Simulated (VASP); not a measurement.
# RPA total energies of BN (Qingsongite)

How do semilocal functionals compare with the RPA for BN (Qingsongite), and at what cost? The scan starts from a database cell scaled to its smallest volume. The cell is of the zinc-blende type. The start is a cell from a database of measured crystal structures.

Method: RPA correlation on PBE orbitals; plane waves and PAW (N_GW, B_GW), in the first sound run; inputs show where later runs differ, in VASP 6.6.1.

## Step 1: Starting point

It takes space group F-43m (No. 216, cubic). The conventional cell has a = 3.541 Å, b = 3.541 Å, c = 3.541 Å, α = 90.00°, β = 90.00°, γ = 90.00°. N has 4 B at 1.53 Å nearest. Nearest to B lie 4 N at 1.53 Å. Farther neighbours, and contacts between anions beyond the nearest, are not listed.

## Step 2: Orbitals, volume ratio 0.94

RPA gives no stress here, so the energy is scanned over volumes, at one cutoff and mesh. Volumes are given as ratios to a reference cell, and this first cell is that cell scaled to 0.94. Each point starts from PBE orbitals, tightly converged.

INCAR reads:

```
SYSTEM = BN
PREC = Accurate
ENCUT = 470
EDIFF = 1E-08
NELM = 100
ISMEAR = 0
SIGMA = 0.05
LREAL = .FALSE.
ALGO = Normal
GGA = PE
NBANDS = 10
LORBIT = 11
LWAVE = .TRUE.
LCHARG = .FALSE.
KPAR = 8
```

POSCAR reads:

```
BN
1.0
    0.0000000000      1.7706018915      1.7706018915
    1.7706018915      0.0000000000      1.7706018915
    1.7706018915      1.7706018915      0.0000000000
N B
1 1
Direct
    0.7500000000      0.7500000000      0.7500000000
    0.0000000000      0.0000000000      0.0000000000
```

KPOINTS reads:

```
Automatic mesh
0
Gamma
6 6 6
0 0 0
```

PAW data sets: N_GW and B_GW (PBE family, release 64).

On the command line:

```bash
$ mpirun -np 8 vasp_std
```

What it wrote:

```text
[banner, memory and clock lines left out]
running    8 mpi-ranks, on    1 nodes
 distrk:  each k-point on    1 cores,    8 groups
 distr:  one band on    1 cores,    1 groups

 POSCAR found type information on POSCAR N B
 POSCAR found :  2 types and       2 ions
|                                                                             |
|           W    W    AA    RRRRR   N    N  II  N    N   GGGG   !!!           |
|           W    W   A  A   R    R  NN   N  II  NN   N  G    G  !!!           |
|           W    W  A    A  R    R  N N  N  II  N N  N  G       !!!           |
|           W WW W  AAAAAA  RRRRR   N  N N  II  N  N N  G  GGG   !            |
|           WW  WW  A    A  R   R   N   NN  II  N   NN  G    G                |
|           W    W  A    A  R    R  N    N  II  N    N   GGGG   !!!           |
|                                                                             |
|     For optimal performance we recommend to set                             |
|       NCORE = 2 up to number-of-cores-per-socket                            |
|     NCORE specifies how many cores store one orbital (NPAR=cpu/NCORE).      |
|     This setting can greatly improve the performance of VASP for DFT.       |
|     The default, NCORE=1 might be grossly inefficient on modern             |
|     multi-core architectures or massively parallel machines. Do your        |
|     Unfortunately you need to use the default for GW and RPA                |
|     calculations (for HF NCORE is supported but not extensively tested      |
|     yet).                                                                   |
|                                                                             |

 LDA part: xc-table for (Slater+PW92), standard interpolation
 POSCAR, INCAR and KPOINTS ok, starting setup
 FFT: planning ... GRIDC
 FFT: planning ... GRID_SOFT
 FFT: planning ... GRID
 WAVECAR not read
 entering main loop
       N       E                     dE             d eps       ncg     rms          rms(c)
DAV:   1     0.315655E+02    0.31565E+02   -0.54022E+03   320   0.848E+02
DAV:   2    -0.174707E+02   -0.49036E+02   -0.46084E+02   362   0.258E+02
DAV:   3    -0.184140E+02   -0.94330E+00   -0.94144E+00   420   0.319E+01
DAV:   4    -0.184176E+02   -0.35804E-02   -0.35798E-02   380   0.197E+00
DAV:   5    -0.184176E+02   -0.21802E-04   -0.21800E-04   384   0.150E-01    0.633E+00
DAV:   6    -0.174955E+02    0.92211E+00   -0.27621E+00   440   0.147E+01    0.243E+00
DAV:   7    -0.173961E+02    0.99449E-01   -0.12135E-01   462   0.368E+00    0.118E+00
DAV:   8    -0.173805E+02    0.15594E-01   -0.40799E-02   458   0.209E+00    0.152E-01
DAV:   9    -0.173810E+02   -0.46252E-03   -0.89548E-04   366   0.304E-01    0.345E-02
DAV:  10    -0.173810E+02   -0.17152E-05   -0.53240E-05   386   0.839E-02    0.910E-03
DAV:  11    -0.173810E+02   -0.38011E-05   -0.50276E-06   376   0.225E-02    0.297E-03
DAV:  12    -0.173810E+02    0.86456E-07   -0.52608E-07   436   0.793E-03    0.421E-04
DAV:  13    -0.173810E+02   -0.51057E-07   -0.22598E-08   348   0.148E-03    0.656E-05
DAV:  14    -0.173810E+02   -0.92078E-08   -0.56909E-10   226   0.259E-04
   1 F= -.17380956E+02 E0= -.17380956E+02  d E =-.113350E-18
 writing wavefunctions
```

The job ended after 1 s (8 MPI ranks of AMD EPYC 9R45, shared host; peak memory 0.71 GiB).

The logs omit lines about the potential files and the build; timing stands in the text.

From OUTCAR (step 2):

```text
ion  position               nearest neighbor table
   1  0.750  0.750  0.750-   2 1.53   2 1.53   2 1.53   2 1.53
   2  0.000  0.000  0.000-   1 1.53   1 1.53   1 1.53   1 1.53

  LATTYP: Found a face centered cubic cell.
 ALAT       =     3.5412037830

 Subroutine GETGRP returns: Found 24 space group operations
 (whereof 24 operations were pure point group operations)

The static configuration has the point symmetry T_d .

 Found     16 irreducible k-points:

   k-points           NKPTS =     16   k-points in BZ     NKDIM =     16   number of bands    NBANDS=     10

   dimension x,y,z NGX =    18 NGY =   18 NGZ =   18
   dimension x,y,z NGXF=    36 NGYF=   36 NGZF=   36

   ENCUT  =  470.0 eV  34.54 Ry    5.88 a.u.   4.43  4.43  4.43*2*pi/ulx,y,z

   NELECT =       8.0000    total number of electrons

 k-points in reciprocal lattice and weights: Automatic mesh
   0.00000000  0.00000000  0.00000000       0.005
   0.16666667  0.00000000  0.00000000       0.037
   0.33333333  0.00000000  0.00000000       0.037
   0.50000000  0.00000000  0.00000000       0.019
   0.16666667  0.16666667  0.00000000       0.028
   0.33333333  0.16666667  0.00000000       0.111
   0.50000000  0.16666667  0.00000000       0.111
  -0.33333333  0.16666667  0.00000000       0.111
  -0.16666667  0.16666667  0.00000000       0.056
[...]
-0.33333333  0.33333333  0.16666667       0.111
  -0.33333333  0.50000000  0.16666667       0.056

 average (electrostatic) potential at core
       1 -58.5444       2 -23.5517

 E-fermi :   8.5469

 k-point     1 :       0.0000    0.0000    0.0000
  band No.  band energies     occupation
      1     -12.7071      2.00000
      2       8.2478      2.00000
      3       8.2478      2.00000
      4       8.2478      2.00000
      5      17.3645      0.00000
      6      17.3645      0.00000
      7      17.3645      0.00000
      8      19.6182      0.00000
      9      34.1777      0.00000
    ...

 k-point     2 :       0.1667    0.0000    0.0000
  band No.  band energies     occupation
      1     -12.0035      2.00000
      2       5.1009      2.00000
      3       7.5832      2.00000
      4       7.5832      2.00000
      5      18.1233      0.00000
      6      18.3369      0.00000
      7      18.3369      0.00000
      8      21.3949      0.00000
      9      32.8438      0.00000
    ...

 k-point     3 :       0.3333    0.0000    0.0000
  band No.  band energies     occupation
      1     -10.0296      2.00000
      2      -0.0004      2.00000
      3       6.5860      2.00000
      4       6.5860      2.00000
      5      18.8982      0.00000
      6      19.2773      0.00000
      7      19.2773      0.00000
      8      23.5320      0.00000
      9      32.3394      0.00000
    ...

  Total        1.8860539      1.8860539      1.8860539      0.0000000      0.0000000     -0.0000000
  in kB      272.1898362    272.1898362    272.1898362      0.0000000      0.0000000     -0.0000000
  external PRESSURE =     272.1898362 kB  Pullay stress =       0.0000000 kB

  energy-cutoff  :      470.00
  volume of cell :       11.10
      direct lattice vectors                 reciprocal lattice vectors
     0.000000000  1.770601891  1.770601891    -0.282389849  0.282389849  0.282389849
     1.770601891  0.000000000  1.770601891     0.282389849 -0.282389849  0.282389849
     1.770601891  1.770601891  0.000000000     0.282389849  0.282389849 -0.282389849

 POSITION                                       TOTAL-FORCE (eV/Angst)
 -----------------------------------------------------------------------------------
      2.65590      2.65590      2.65590         0.000000      0.000000      0.000000
      0.00000      0.00000      0.00000        -0.000000     -0.000000     -0.000000
 -----------------------------------------------------------------------------------
    total drift:                               -0.000000     -0.000000      0.000000

  FREE ENERGIE OF THE ION-ELECTRON SYSTEM (eV)
  ---------------------------------------------------
  free  energy   TOTEN  =       -17.3809557141 eV

  energy  without entropy=      -17.3809557141  energy(sigma->0) =      -17.38095571

 total charge
# of ion       s       p       d       tot
------------------------------------------
    1        1.181   2.743   0.000   3.924
    2        0.660   1.335   0.000   1.995
--------------------------------------------------
tot          1.841   4.078   0.000   5.919

[... 3 further parts left out ...]
```

The gap is read on the k-mesh alone, so it is an upper bound where the band edges lie off the mesh.

A gap read on the k-mesh alone can miss the band edges.

Read from the output:

```
free energy (TOTEN)            : -17.38 eV
Fermi energy                   : 8.547 eV
pressure                       : 27.22 GPa
gap on the k-mesh              : 4.525 eV
least direct gap on the k-mesh : 9.117 eV
```

## Step 3: Exact exchange, volume ratio 0.94

This step: Hartree-Fock energy on PBE orbitals; plane waves and PAW (N_GW, B_GW) (VASP 6.6.1).

The Hartree-Fock energy is evaluated once on these orbitals (ALGO = Eigenval, NELM = 1), without letting them relax. It uses the mesh of the correlation step, since the long-wavelength errors of the two partly cancel, and the total energy is their sum.

INCAR reads:

```
SYSTEM = BN
PREC = Accurate
ENCUT = 470
ISMEAR = 0
SIGMA = 0.05
LREAL = .FALSE.
GGA = PE
NBANDS = 10
ALGO = Eigenval
NELM = 1
LHFCALC = .TRUE.
AEXX = 1
ALDAC = 0
AGGAC = 0
PRECFOCK = Normal
LWAVE = .FALSE.
LCHARG = .FALSE.
```

POSCAR is that of step 2.

KPOINTS is that of step 2.

The WAVECAR or CHGCAR of an earlier step is read.

On the command line:

```bash
$ mpirun -np 8 vasp_std
```

What it wrote:

```text
[banner, memory and clock lines left out]
running    8 mpi-ranks, on    1 nodes
 distrk:  each k-point on    8 cores,    1 groups
 distr:  one band on    1 cores,    8 groups

 POSCAR found type information on POSCAR N B
 POSCAR found :  2 types and       2 ions
 [... a notice as in an earlier step ...]

 LDA part: xc-table for (Slater+PW92), standard interpolation
|                                                                             |
|           W    W    AA    RRRRR   N    N  II  N    N   GGGG   !!!           |
|           W    W   A  A   R    R  NN   N  II  NN   N  G    G  !!!           |
|           W    W  A    A  R    R  N N  N  II  N N  N  G       !!!           |
|           W WW W  AAAAAA  RRRRR   N  N N  II  N  N N  G  GGG   !            |
|           WW  WW  A    A  R   R   N   NN  II  N   NN  G    G                |
|           W    W  A    A  R    R  N    N  II  N    N   GGGG   !!!           |
|                                                                             |
|     The number of bands has been changed from the values supplied in        |
|     The orbitals not found in the WAVECAR file will be initialized with     |
|     random numbers, which is usually adequate. For correlated               |
|     calculations, however, you should redo the groundstate calculation.     |
|     I found NBANDS = 10. Now, NBANDS = 16.                                  |
|                                                                             |

 found WAVECAR, reading the header
  number of bands has changed, file:    10 present:    16
  trying to continue reading WAVECAR, but it might fail
 POSCAR, INCAR and KPOINTS ok, starting setup
 FFT: planning ... GRIDC
 FFT: planning ... GRID_SOFT
 FFT: planning ... GRID
 reading WAVECAR
 random initialization beyond band           10
 the WAVECAR file was read successfully
 initial charge from wavefunction
 entering main loop
       N       E                     dE             d eps       ncg     rms          rms(c)
EIG:   1    -0.295202E+02   -0.29520E+02    0.00000E+00     0   0.000E+00
   1 F= -.29520197E+02 E0= -.29520197E+02  d E =-.167966E-13
```

It took 5.6 s on 8 MPI ranks; peak memory 0.65 GiB; 41 s of CPU time.

From OUTCAR (step 3):

```text
The static configuration has the point symmetry T_d .

 Found     16 irreducible k-points:

   k-points           NKPTS =     16   k-points in BZ     NKDIM =    216   number of bands    NBANDS=     16

   NELECT =       8.0000    total number of electrons

  exchange ACFDT corr.  =        -0.00000000  see jH, gK, PRB 81, 115126

 E-fermi :   8.4921

 k-point     1 :       0.0000    0.0000    0.0000
  band No.  band energies     occupation
      1     -23.8888      2.00000
      2       4.5779      2.00000
      3       4.5778      2.00000
      4       4.5778      2.00000
      5      24.1958      0.00000
      6      24.1958      0.00000
      7      24.1958      0.00000
      8      26.8745      0.00000
      9      42.4853      0.00000
    ...

 k-point     2 :       0.1667    0.0000    0.0000
  band No.  band energies     occupation
      1     -22.9777      2.00000
      2       0.4572      2.00000
      3       3.7458      2.00000
      4       3.7458      2.00000
      5      24.9335      0.00000
      6      25.4472      0.00000
      7      25.4472      0.00000
      8      29.2947      0.00000
      9      40.4013      0.00000
    ...

  FREE ENERGIE OF THE ION-ELECTRON SYSTEM (eV)
  ---------------------------------------------------
  free  energy   TOTEN  =       -29.5201971026 eV

  energy  without entropy=      -29.5201971026  energy(sigma->0) =      -29.52019710

[... 8 parts as in an earlier step ...]

[... 5 further parts left out ...]
```

This step gave:

- free energy (TOTEN): -29.52 eV

The Hartree-Fock energy on these orbitals is -14.7601 eV an atom.

## Step 4: Empty bands, volume ratio 0.94

This step: PBE; plane waves and PAW (N_GW, B_GW) (VASP 6.6.1).

The next step needs empty bands that the ground-state run didn't converge, so the Hamiltonian is diagonalised in full, in a single step. LOPTICS writes the k-derivatives of the orbitals (WAVEDER), which give the long-wavelength limit of the screening.

INCAR reads:

```
SYSTEM = BN
PREC = Accurate
ENCUT = 470
ISMEAR = 0
SIGMA = 0.05
LREAL = .FALSE.
GGA = PE
NBANDS = 264
ALGO = Exact
NELM = 1
LWAVE = .TRUE.
LCHARG = .FALSE.
LOPTICS = .TRUE.
NEDOS = 1000
CSHIFT = 0.1
```

POSCAR is that of step 3.

KPOINTS is that of step 3.

On the command line:

```bash
$ mpirun -np 8 vasp_std
```

What it wrote:

```text
[banner, memory and clock lines left out]
running    8 mpi-ranks, on    1 nodes
 distrk:  each k-point on    8 cores,    1 groups
 distr:  one band on    1 cores,    8 groups

 POSCAR found type information on POSCAR N B
 POSCAR found :  2 types and       2 ions
 [... a notice as in an earlier step ...]

 LDA part: xc-table for (Slater+PW92), standard interpolation
 found WAVECAR, reading the header
  number of bands has changed, file:    10 present:   264
  trying to continue reading WAVECAR, but it might fail
 POSCAR, INCAR and KPOINTS ok, starting setup
 FFT: planning ... GRIDC
 FFT: planning ... GRID_SOFT
 FFT: planning ... GRID
 reading WAVECAR
 random initialization beyond band           10
 the WAVECAR file was read successfully
 initial charge from wavefunction
 entering main loop
       N       E                     dE             d eps       ncg     rms          rms(c)
DIA:   1    -0.173810E+02   -0.17381E+02    0.00000E+00     0   0.000E+00
   1 F= -.17380956E+02 E0= -.17380956E+02  d E =-.818609E-21
 writing wavefunctions
 optical routines
 imaginary and real dielectric function
 recalculating local potential from charge density
 direction            1
 direction            2
 direction            3
```

The job ended after 1.6 s (8 MPI ranks; peak memory 0.7 GiB).

OUTCAR, selected parts (step 4):

```text
The static configuration has the point symmetry T_d .

 Found     16 irreducible k-points:

   k-points           NKPTS =     16   k-points in BZ     NKDIM =     16   number of bands    NBANDS=    264

   NELECT =       8.0000    total number of electrons

 E-fermi :   8.5668

 k-point     2 :       0.1667    0.0000    0.0000
  band No.  band energies     occupation
      1     -12.0036      2.00000
      2       5.1009      2.00000
      3       7.5832      2.00000
      4       7.5832      2.00000
      5      18.1233      0.00000
      6      18.3369      0.00000
      7      18.3369      0.00000
      8      21.3949      0.00000
      9      32.8438      0.00000
    ...

 k-point     6 :       0.3333    0.1667    0.0000
  band No.  band energies     occupation
      1     -10.2136      2.00000
      2       1.8944      2.00000
      3       5.2887      2.00000
      4       5.6441      2.00000
      5      16.6565      0.00000
      6      21.2928      0.00000
      7      21.6041      0.00000
      8      21.6068      0.00000
      9      28.4647      0.00000
    ...

  Total        1.8861158      1.8861158      1.8861158      0.0000000     -0.0000000     -0.0000000
  in kB      272.1987727    272.1987727    272.1987727      0.0000000     -0.0000000     -0.0000000
  external PRESSURE =     272.1987727 kB  Pullay stress =       0.0000000 kB

  FREE ENERGIE OF THE ION-ELECTRON SYSTEM (eV)
  ---------------------------------------------------
  free  energy   TOTEN  =       -17.3809557125 eV

  energy  without entropy=      -17.3809557125  energy(sigma->0) =      -17.38095571

 plasma frequency squared (from intraband transitions) (eV^2)
  --------------------------------------------------------------------------------------
       0.000       0.000       0.000
      -0.000       0.000       0.000
       0.000      -0.000       0.000

[... 13 parts as in an earlier step ...]
```

WAVECAR now holds 264 bands for 8 electrons.

(Part 1 of 6 ends here.)

[Long decimals in the printed logs are rounded to 6 places.]

[Lines on the potential files, build, host, timing and source positions are cut from VASP's logs without a mark.]

[Logs are printed without paths, hosts, clocks, repeated set-up lines and the standing remarks that a program may print on its own settings, such as how far it seeks lower states.]

[Hosts, paths, dates, database ids (printed as entryN), source tags and the programs' standing remarks are cut or masked in the printed files.]

[Measured values are set beside computed ones only where the two were judged alike; some that the calculation misses by far are left out.]

[Pressures printed for these runs are not shown converged in the cutoff: they can be off by several GPa and have the wrong sign.]
